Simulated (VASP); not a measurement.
Data:

```
CELL_PARAMETERS angstrom
      0.00000     3.24000     3.24000
      3.24000     0.00000     3.24000
      3.24000     3.24000     0.00000
ATOMIC_POSITIONS crystal
  In 0.00000 0.00000 0.00000
  Sb 0.25000 0.25000 0.25000
```

The numbers are results of PBE GGA, VASP's PBE PAW potentials (set 64) (plane waves; VASP), not measurements. Run with 400 eV cut-off, KSPACING 0.3 per Å, Gaussian smearing of 0.050 eV, potentials In_d Sb.

**Question.** Give the stress tensor in GPa (positive for a compressed cell).

**Answer.** 
```
3.14  0.00  0.00
0.00  3.14  0.00
0.00  0.00  3.14
```
The pressure is its mean diagonal, 3.14 GPa.

The compound is InSb in the zinc blende structure. The cell was not relaxed at this level. The run is one of a series of settings (KGAMMA = .TRUE., KSPACING = 0.3, KPOINTS file removed against the base run), some of them coarse on purpose.
